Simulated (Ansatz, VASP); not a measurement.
# ZnS (Wurtzite-2H): VASP beside Ansatz, part 3 of 3

Aim: how closely do two programs agree when they are given the same cell, functional and k mesh? The cell is taken from a series of runs on this material, whose earlier steps may have relaxed, scaled, displaced or heated it; both programs get it as it stands.

VASP 6.6.1 and Ansatz 0.2.0.

So far: The structure; VASP: zone-centre phonons, PBE.

## Step 3: Ansatz: zone-centre phonons, PBE

Level of this step: Ansatz beside VASP: Kohn-Sham DFT, plane waves, PBE (Ansatz).

Ansatz runs on its PAW soft_1 files.

The same cell, functional and mesh now go to Ansatz, which takes its cutoff from its data sets.

Contents of input.yaml:

```yaml
crystal:
  lattice:
    - [3.8970158654, 0.0, 0.0]
    - [-1.9485079327, 3.3749147383, 0.0]
    - [0.0, 0.0, 6.3848146651]
  atoms:
    - { symbol: S, position: [0.3333333333, 0.6666666667, 0.379944762] }
    - { symbol: S, position: [0.6666666667, 0.3333333333, 0.879944762] }
    - { symbol: Zn, position: [0.3333333333, 0.6666666667, 0.005055238] }
    - { symbol: Zn, position: [0.6666666667, 0.3333333333, 0.505055238] }
kpoints:
  mp_grid: { grid: [12, 12, 8] }
hamiltonian:
  xc: pbe
  pseudopotentials: { kind: paw, azcp: { folder: soft_1 } }
scf:
  occupations: { method: fixed }
output:
  eigenvalues: true
phonons:
  method: dfpt
  dielectric: true
  rigid_motions: translations
```

Run with:

```console
> ansatz run input.yaml --threads 8 --pin off --max-ram 16384MiB --backend cpu --events-out ev --progress --plain --runs-dir out
```

Numbers of over 12 decimals in the logs are rounded to 6 here.

Output:

```text
Engine: ansatz 0.2.0, x86_64-unknown-linux-gnu
Pseudopotentials: kind: paw
Pseudopotential: S, paw, valence charge 6, recommended cutoff 420 eV (normal), soft_1/S.paw.azcp
Pseudopotential: Zn, paw, valence charge 12, recommended cutoff 420 eV (normal), soft_1/Zn.paw.azcp
Functional definition: PBE
  parameter kappa = 0.804
  parameter beta = 0.066725
  exchange = pbe_x(kappa = kappa, mu = beta*pi^2/3)
  correlation = pbe_c(beta = beta)
Crystal: 4 atoms, lattice volume = 83.974 Å³
Basis set: ecut = 420 eV, 1665 PW (Γ), exchange–correlation on 54×54×96 points (8 copies of the dense FFT grid, shifted against one another)
Bands: 22, of which v1, the nominal top of the filled ones, is band 18 counted from 1 (17 counted from 0)
Symmetry: 12 space group operations
k-points: 320 of 1152 (irreducible under 2 space group operations, time reversal used)
Non-local potential: S, projectors of the file, l = 0: 2, l = 1: 2, l = 2: 1
Non-local potential: Zn, projectors of the file, l = 0: 2, l = 1: 2, l = 2: 3, l = 3: 1
PAW form: soft (Blöchl's): semilocal exchange-correlation on the pseudo side does not see the compensation charge
PAW one-centre angular grid: S, 110 points (default); XC on 64 Gauss nodes
PAW one-centre angular grid: Zn, 590 points (default); XC on 64 Gauss nodes
Initial density: superposition of atomic densities (chi_scale 0.1, normalization cell, long waves kept (reshape's long-wave potential 0.00 eV rms))
Initial wavefunctions: pseudopotential atomic-orbital guess
Functional: x = pbe(κ = 0.804, μ = 0.219515), c = pbe(β = 0.066725)
SCF iter   1: F=—  HF=-8445.624243 eV  |F-HF|=—  |Δ(HF+E_count)|=         —  Δρ=4.11e-2  dr2=8.35e-1  ethr=3.10e-3  ⟨swp⟩=5.2  Hψ=35393  notcnv=0  defer=611
preconditioner: auto → Resta (q_TF=auto, 2.369 Å⁻¹)  ε∞=6.1  [insulator: Δε(μ)=2.095 eV  Ē_g=10.728 eV  n_scr=22 (ndim 8)  ℏωp=24.3 eV  f_vac=0.013  ε∞_Penn≈6.1]
SCF iter   2: F=—  HF=-8445.458160 eV  |F-HF|=—  |Δ(HF+E_count)|=   1.66e-1  Δρ=1.53e-2  dr2=1.66e-1  ethr=2.32e-3  ⟨swp⟩=2.0  Hψ=15360  notcnv=0  defer=632
SCF iter   3: F=—  HF=-8445.436473 eV  |F-HF|=—  |Δ(HF+E_count)|=   2.17e-2  Δρ=1.04e-2  dr2=6.02e-2  ethr=4.62e-4  ⟨swp⟩=2.0  Hψ=12806  notcnv=0  defer=634
SCF iter   4: F=—  HF=-8445.431034 eV  |F-HF|=—  |Δ(HF+E_count)|=   5.44e-3  Δρ=2.94e-3  dr2=5.33e-3  ethr=1.67e-4  ⟨swp⟩=2.0  Hψ=15363  notcnv=0  defer=637
SCF iter   5: F=—  HF=-8445.434212 eV  |F-HF|=—  |Δ(HF+E_count)|=   3.18e-3  Δρ=5.20e-4  dr2=2.91e-4  ethr=1.48e-5  ⟨swp⟩=3.1  Hψ=13448  notcnv=0  defer=638
SCF iter   6: F=—  HF=-8445.434726 eV  |F-HF|=—  |Δ(HF+E_count)|=   5.14e-4  Δρ=2.96e-4  dr2=8.56e-5  ethr=8.09e-7  ⟨swp⟩=2.2  Hψ=12899  notcnv=0  defer=638
SCF iter   7: F=—  HF=-8445.434864 eV  |F-HF|=—  |Δ(HF+E_count)|=   1.38e-4  Δρ=1.02e-4  dr2=3.87e-6  ethr=2.38e-7  ⟨swp⟩=2.0  Hψ=13295  notcnv=0  defer=636
SCF iter   8: F=—  HF=-8445.434869 eV  |F-HF|=—  |Δ(HF+E_count)|=   4.47e-6  Δρ=1.90e-5  dr2=2.23e-7  ethr=1.08e-8  ⟨swp⟩=2.2  Hψ=12073  notcnv=0  defer=54
SCF iter   9: F=—  HF=-8445.434870 eV  |F-HF|=—  |Δ(HF+E_count)|=   1.30e-6  Δρ=2.56e-6  dr2=8.36e-9  ethr=6.19e-10  ⟨swp⟩=2.0  Hψ=12622  notcnv=0  defer=7
SCF iter  10: F=—  HF=-8445.434870 eV  |F-HF|=—  |Δ(HF+E_count)|=   1.61e-8  Δρ=4.96e-7  dr2=2.46e-10  ethr=2.32e-11  ⟨swp⟩=2.0  Hψ=12800  notcnv=0  defer=7
SCF iter  11: F=-8445.434870 eV  HF=-8445.434870 eV  |F-HF|=2.55e-11  |Δ(HF+E_count)|=  3.60e-10  Δρ=2.07e-7  dr2=2.68e-11  ethr=1.00e-12  ⟨swp⟩=10.3  Hψ=53199  notcnv=0
SCF 1 converged in 11 iterations: F = -8445.434870 eV  dr2 = 2.68e-11
  greatest PAW one-centre occupation: 0.984 electrons in one spin orbital (limit 2), on the Zn atom at site 3 (counted from 0), in its partial waves of l = 2
DFPT response loops at Γ: preconditioner auto → Resta (q_TF=auto, 2.369 Å⁻¹)  ε∞=5.6 (no band partly filled); β = 1.00, the filter's whole step (`scf.mixing.beta` (0.50) is not read by the response loops at its default; to damp them type it under 1.00, their step now; it binds the ground state too); Broyden in place of MSR1
── the response to a field inside a basis, on 12×12×8 k-points: an SCF that follows is theirs, and a resumed run solves both again ──
Bands: 19, of which v1, the nominal top of the filled ones, is band 18 counted from 1 (17 counted from 0)
k-points: 168 of 1152 (irreducible under 4 space group operations, time reversal used)
Initial density: handed on by an earlier stage of this run
Initial wavefunctions: pseudopotential atomic-orbital guess (no wavefunctions were taken with the density)
Eigensolver: Dense (168 Hₖ)
SCF iter   1: F=—  HF=-8445.431421 eV  |F-HF|=—  |Δ(HF+E_count)|=         —  Δρ=1.27e-4  dr2=4.14e-6  ethr=1.00e-1
preconditioner: auto → Resta (q_TF=auto, 2.369 Å⁻¹)  ε∞=7.9  [insulator: Δε(μ)=2.135 eV  Ē_g=9.242 eV  n_scr=22 (ndim 8)  ℏωp=24.3 eV  f_vac=0.046  ε∞_Penn≈7.9]
SCF iter   2: F=—  HF=-8445.431423 eV  |F-HF|=—  |Δ(HF+E_count)|=   1.73e-6  Δρ=1.72e-4  dr2=1.11e-5  ethr=1.15e-8
SCF iter   3: F=—  HF=-8445.431423 eV  |F-HF|=—  |Δ(HF+E_count)|=   3.44e-8  Δρ=1.82e-5  dr2=6.56e-8  ethr=1.15e-8
SCF iter   4: F=-8445.431422 eV  HF=-8445.431422 eV  |F-HF|=4.76e-8  |Δ(HF+E_count)|=   8.06e-7  Δρ=8.15e-6  dr2=1.30e-8  ethr=1.82e-10
SCF 1 converged in 4 iterations: F = -8445.431422 eV  dr2 = 1.30e-8
DFPT response loops at Γ: preconditioner auto → Resta (q_TF=auto, 2.369 Å⁻¹)  ε∞=5.3 (no band partly filled); β = 1.00, the filter's whole step (`scf.mixing.beta` (0.50) is not read by the response loops at its default; to damp them type it under 1.00, their step now; it binds the ground state too); Broyden in place of MSR1
SCF converged after 11 iterations
Free energy (F): -8445.434870 eV
Harris-Foulkes:  -8445.434870 eV  (|F-HF|=2.55e-11)
Internal energy: -8445.434870 eV  (E = F + TS)
E sigma→0 (E₀):  -8445.434870 eV
Fermi energy:    5.007519 eV
--- Per-component energies (eV) ---
  E_band       = -11.401848
  E_kinetic    = 502.846184
  E_local      = -4620.858916  (includes V_loc(G=0)·N_el)
  E_nonlocal   = 1710.342396
  E_hartree    = 1761.168115
  E_xc         = -333.147494
  E_vxc        = -265.358391  (∫ρ·V_xc dr)
  E_paw        = -5013.410418  (= ΣΔE_a)
  E_vpaw       = -860.708576  (= ΣTr[D̂ρ^β])
  E_aug_tail   = -0.000510  (compensation charges beyond the density's cutoff)
  E_ewald      = -2452.374227
  E_smearing   = -0.000000  (= −TS)
  E_closure    = -0.000000  (closes the sum)
  Σ components = -8445.434870   (vs F -8445.434870, Δ=0.00e0)
--- Band table (eV; the first three rows and the last of 320) ---
  k-point 0: bands = [... 14 lower, 4.2051, 4.9440, 5.0075, 5.0075, 6.9131, 7.9750, 11.3311, 11.3311]
  k-point 1: bands = [... 14 lower, 4.2333, 4.5940, 4.9742, 4.9742, 7.2316, 8.0119, 11.3528, 11.3528]
  k-point 2: bands = [... 14 lower, 4.3145, 4.3145, 4.8808, 4.8808, 7.8088, 8.1157, 11.2619, 11.4251]
  k-point 319: bands = [... 14 lower, 2.7237, 2.7237, 3.7077, 3.7077, 9.3687, 9.3687, 11.2298, 11.2298]
--- Phonons (Γ-DFPT): 4 representative perturbations + reference, on 320 of 1152 k-points (Σ response iterations 13) ---
  k mesh reduced under 2 symmetry operations, with k and −k counted as one. Each operation leaves every solved perturbation unchanged. A smaller set is not considered because the run solves the response to a homogeneous field
  ASR residual: 1.486e-4 → 0.000e0 eV/Å²; symmetrization residual: 8.358e-6 eV/Å²
  ASR residual per site (eV/Å²): 1.24e-4 1.24e-4 1.49e-4 1.49e-4
  Γ frequencies (cm⁻¹): 0.00 0.00 0.00 72.49 72.49 180.57 238.15 244.97 244.97 248.73 248.73 304.21
  ε∞ (high-frequency dielectric tensor):
        5.854875     0.000000    -0.000000
        0.000000     5.854875    -0.000000
       -0.000000     0.000000     5.960372
  ε⁰ (static dielectric tensor: ions relaxed, cell fixed):
        9.541205    -0.000000    -0.000000
       -0.000000     9.541205    -0.000000
       -0.000000    -0.000000    10.260366
  ε⁰ − ε∞ (ionic part):
        3.686330    -0.000000    -0.000000
       -0.000000     3.686330    -0.000000
       -0.000000    -0.000000     4.299994
  softest optical mode at Γ: 72.49 cm⁻¹; the repairs (sum rule, projections) moved no ω² at Γ by more than (1.38 cm⁻¹)²
  Born effective charges Z* (e; rows j = field, columns β = displacement):
    site 0:
        -2.01507   -0.00000   -0.00000
        -0.00000   -2.01507   -0.00000
         0.00000    0.00000   -2.11571
    site 1:
        -2.01507    0.00000    0.00000
         0.00000   -2.01507    0.00000
        -0.00000   -0.00000   -2.11571
    site 2:
         2.01507    0.00000    0.00000
         0.00000    2.01507   -0.00000
         0.00000    0.00000    2.11571
    site 3:
         2.01507   -0.00000   -0.00000
        -0.00000    2.01507   -0.00000
        -0.00000    0.00000    2.11571
  Z* charge neutrality: 6.400e-4 e pre-enforcement
  solved inside a basis spanned on kpoints, on 12×12×8 k-points, its susceptibility summed on 20×20×10: ε∞ is read to err by 1.6e-2, Z* by 1.4e-2 e (field_mesh: kpoints solves on kpoints); Z* is corrected for what the basis lacks
  optical modes at Γ without the LO–TO term, one row a degenerate level:
      ω (cm⁻¹)  modes    IR ((D/Å)²/amu)
         72.49      2             0.0000
        180.57      1             0.0000
        238.15      1             9.6014
[...]
optical modes at Γ + LO–TO along q̂ = [1.0000, 0.0000, 0.0000]:
      ω (cm⁻¹)  modes    IR ((D/Å)²/amu)
[...]
optical modes at Γ + LO–TO along q̂ = [0.0000, 1.0000, 0.0000]:
      ω (cm⁻¹)  modes    IR ((D/Å)²/amu)
[...]
304.21      1             0.0000
        312.72      1             8.7096
  optical modes at Γ + LO–TO along q̂ = [0.0000, 0.0000, 1.0000]:
      ω (cm⁻¹)  modes    IR ((D/Å)²/amu)
         72.49      2             0.0000
        180.57      1             0.0000
        244.97      2            17.4192
        248.73      2             0.0000
        304.21      1             0.0000
        312.45      1             9.6014
```

## Step 4: Differences

Known differences besides the potentials themselves: fixed occupations in Ansatz, narrow Gaussian smearing in VASP; VASP's response is taken on the typed mesh, Ansatz refines its own for the field response alone; the cutoff is 420 eV in Ansatz and 500 eV in VASP. Total energies have different zeros and are not compared.

Both answers:

```csv
quantity,Ansatz,VASP,difference
ε∞ xx,5.85,5.85,+0.12 %
ε∞ yy,5.85,5.85,+0.12 %
ε∞ zz,5.96,5.95,+0.20 %
Born charge of S1 (mean of the diagonal) (e),-2.05,-2.06,+0.02
Born charge of Zn3 (mean of the diagonal) (e),2.05,2.06,-0.02
optical mode 1 to 2 (cm⁻¹),72.5,76.4,-5.13 %
optical mode 3 (cm⁻¹),180.6,180.6,-0.02 %
optical mode 4 (cm⁻¹),238.2,239.0,-0.36 %
optical mode 5 to 6 (cm⁻¹),245.0,246.9,-0.78 %
optical mode 7 to 8 (cm⁻¹),248.7,250.2,-0.58 %
optical mode 9 (cm⁻¹),304.2,304.9,-0.23 %
```

Modes are paired by rising frequency, not by their patterns, so a pair may set unlike modes beside each other; they are those without the splitting of longitudinal modes.

## Step 5: Summary of results

```yaml
r_m_s_difference_of_the_optical_zone_centre_modes_each_program_s_sorted_by_frequency_zone_centre_phonons_pbe: 2.2 cm⁻¹
difference_in_optical_mode_1_to_2_zone_centre_phonons_pbe: -5.1 %
```

**Reading.** The r.m.s. difference of the optical zone-centre modes, each program's sorted by frequency is 2.2 cm⁻¹ (zone-centre phonons, PBE). Among the rows given in per cent, the largest difference of the zone-centre phonons, PBE pair is in optical mode 1 to 2, -5.1 %. Such differences can come from data sets, numerical settings and the points named under the comparisons, not from the functional's error against experiment.

[Lines on the potential files, build, host, timing and source positions are cut from VASP's logs without a mark.]

[Logs are printed without paths, hosts, clocks, repeated set-up lines and the standing remarks that a program may print on its own settings, such as how far it seeks lower states.]

[Hosts, paths, dates, database ids (printed as entryN), source tags and the programs' standing remarks are cut or masked in the printed files.]
